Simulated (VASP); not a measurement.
Level of theory: PBEsol GGA, VASP's PBE PAW potentials (set 64) (plane waves; VASP 6.6.1).

Input for VASP

### INCAR
```
SYSTEM = Cu
NELM = 100
LREAL = F
ALGO = Normal
LASPH = T   ! aspherical one-centre terms
LCHARG = F
EDIFF = 1E-7
GGA = PS   ! PBEsol
ENCUT = 480
ISMEAR = 1   ! Methfessel-Paxton
LMAXMIX = 4
ISIF = 2   ! forces and stress, cell fixed
LWAVE = F
PREC = Accurate
SIGMA = 0.1
```

File KPOINTS:
```
Automatic mesh
0
Gamma
16 16 16
0 0 0
```

**POSCAR**
```
Cu
1.0
  0.0000000000   1.8350462724   1.8350462724
  1.7815983227   0.0000000000   1.8350462724
  1.7815983227   1.8350462724   0.0000000000
Cu
1
Cart
  0.0000000000   0.0000000000   0.0000000000
```

POTCAR, in this order: Cu (PBE.64 set). Program: vasp_std.

The run wrote:

OUTCAR:
```
 ion  position               nearest neighbor table
   1  0.000  0.000  0.000-
  LATTYP: Found a body centered tetragonal cell.
 ALAT       =     2.5951473260
 C/A-ratio  =     1.3730228761
 Subroutine PRICEL returns:
 Original cell was already a primitive cell.
 Subroutine GETGRP returns: Found 16 space group operations
The static configuration has the point symmetry D_4h.
The dynamic configuration has the point symmetry D_4h.
 Subroutine INISYM returns: Found 16 space group operations
 Subroutine IBZKPT returns following result:
 Found    349 irreducible k-points:

 Following reciprocal coordinates:
            Coordinates               Weight
  0.000000  0.000000  0.000000      1.000000
  0.062500  0.000000  0.000000      8.000000
  0.125000  0.000000  0.000000      8.000000
  0.187500  0.000000  0.000000      8.000000
  0.250000  0.000000  0.000000      8.000000
  0.312500  0.000000  0.000000      8.000000
  0.375000  0.000000  0.000000      8.000000
  0.437500 -0.000000 -0.000000      8.000000
  0.500000  0.000000  0.000000      4.000000
  0.062500  0.062500  0.000000      4.000000
  0.125000  0.062500  0.000000     16.000000
  0.187500  0.062500 -0.000000     16.000000
  0.250000  0.062500  0.000000     16.000000
  0.312500  0.062500  0.000000     16.000000
  0.375000  0.062500 -0.000000     16.000000
  0.437500  0.062500  0.000000     16.000000
  0.500000  0.062500 -0.000000     16.000000
 -0.437500  0.062500  0.000000     16.000000
 -0.375000  0.062500  0.000000     16.000000
 -0.312500  0.062500 -0.000000     16.000000
 -0.250000  0.062500  0.000000     16.000000
 -0.187500  0.062500  0.000000     16.000000
 -0.125000  0.062500  0.000000     16.000000
 -0.062500  0.062500  0.000000      8.000000
...
```

OSZICAR:
```
       N       E                     dE             d eps       ncg     rms          rms(c)
DAV:   1     0.341487856580E+02    0.34149E+02   -0.54560E+03  6442   0.191E+03
DAV:   2    -0.495886973024E+01   -0.39108E+02   -0.37018E+02  6329   0.190E+02
DAV:   3    -0.536109876460E+01   -0.40223E+00   -0.40125E+00  7372   0.282E+01
DAV:   4    -0.536378620136E+01   -0.26874E-02   -0.26871E-02  7738   0.209E+00
DAV:   5    -0.536381426692E+01   -0.28066E-04   -0.28065E-04  7296   0.165E-01    0.836E+00
DAV:   6    -0.477646688753E+01    0.58735E+00   -0.20991E+01  6622   0.106E+02    0.450E+00
DAV:   7    -0.430396765325E+01    0.47250E+00   -0.32947E+00  6666   0.416E+01    0.503E-01
DAV:   8    -0.429401985525E+01    0.99478E-02   -0.10129E-02  8057   0.232E+00    0.377E-01
DAV:   9    -0.429147559825E+01    0.25443E-02   -0.17135E-02  6868   0.274E+00    0.278E-02
DAV:  10    -0.429147888816E+01   -0.32899E-05   -0.56788E-05  9206   0.156E-01    0.617E-03
DAV:  11    -0.429148012889E+01   -0.12407E-05   -0.46619E-07  7034   0.127E-02    0.863E-04
DAV:  12    -0.429148004174E+01    0.87149E-07   -0.47357E-08  4079   0.477E-03
   1 F= -.42914800E+01 E0= -.42914974E+01  d E =0.520074E-04
```

OUTCAR:
```
------------------------ aborting loop because EDIFF is reached ----------------------------------------
  FORCE on cell =-STRESS in cart. coord.  units (eV):
  Direction    XX          YY          ZZ          XY          YZ          ZX
  --------------------------------------------------------------------------------------
  Total       -0.5449976     -0.6307605     -0.6307605      0.0000000      0.0000000     -0.0000000
  in kB      -72.7731822    -84.2250387    -84.2250387      0.0000000      0.0000000     -0.0000000
  external PRESSURE =     -80.4077532 kB  Pullay stress =       0.0000000 kB
  volume of cell :       12.00
      direct lattice vectors                 reciprocal lattice vectors
     0.000000000  1.835046272  1.835046272    -0.280646874  0.272472693  0.272472693
     1.781598323  0.000000000  1.835046272     0.280646874 -0.272472693  0.272472693
     1.781598323  1.835046272  0.000000000     0.280646874  0.272472693 -0.272472693
 POSITION                                       TOTAL-FORCE (eV/Angst)
 -----------------------------------------------------------------------------------
      0.00000      0.00000      0.00000         0.000000      0.000000      0.000000
 -----------------------------------------------------------------------------------
    total drift:                                0.000000     -0.000000     -0.000000
  FREE ENERGIE OF THE ION-ELECTRON SYSTEM (eV)
  ---------------------------------------------------
  free  energy   TOTEN  =        -4.2914800417 eV

  energy  without entropy=       -4.2915320492  energy(sigma->0) =       -4.29149738
```
(Selected blocks of OUTCAR.)

The compound is Cu in the fcc structure. This cell was strained or had an atom moved on purpose.
